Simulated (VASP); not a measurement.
Level of theory: PBEsol GGA, VASP's PBE PAW potentials (set 64) (plane waves; VASP).

Input for VASP

### INCAR
```
ALGO = Normal
EDIFF = 1E-6
EDIFFG = -0.02
ENCUT = 500
GGA = PS
IBRION = 2
ISIF = 3
ISMEAR = 0
LASPH = .TRUE.
LCHARG = .FALSE.
LMAXMIX = 4
LREAL = .FALSE.
LWAVE = .FALSE.
NELM = 100
NSW = 40
PREC = Accurate
PSTRESS = 450
SIGMA = 0.05
SYSTEM = FeSi
```

**POSCAR**
```
FeSi
1
    4.2624722613     0.0000000000     0.0000000000
    0.0000000000     4.2624722613     0.0000000000
    0.0000000000     0.0000000000     4.2624722613
Fe Si
4 4
Direct
  0.8593473917   0.6406526083   0.3593473917
  0.3593473917   0.8593473917   0.6406526083
  0.1406526083   0.1406526083   0.1406526083
  0.6406526083   0.3593473917   0.8593473917
  0.1573742931   0.3426257069   0.6573742931
  0.6573742931   0.1573742931   0.3426257069
  0.8426257069   0.8426257069   0.8426257069
  0.3426257069   0.6573742931   0.1573742931
```

**KPOINTS**
```
Automatic mesh
0
Gamma
5 5 5
0 0 0
```

POTCAR, in this order: Fe Si (PBE.64 set). Program: vasp_std.

Task: What will the output report for the number of irreducible k-points (NKPTS), largest plane-wave count, number of space-group operations, FFT grid (NGX, NGY, NGZ)?

Result: 
The number of irreducible k-points (NKPTS) is 11 and the largest plane-wave count is 1973. The number of space-group operations is 12. The FFT grid (NGX, NGY, NGZ) comes out as 32 × 32 × 32.

The compound is FeSi in the B20 structure. This run relaxes it under an external pressure of 45 GPa. Symmetry was kept, so distortions that lower it aren't found. The run is not spin-polarised, so no magnetic state was tried.
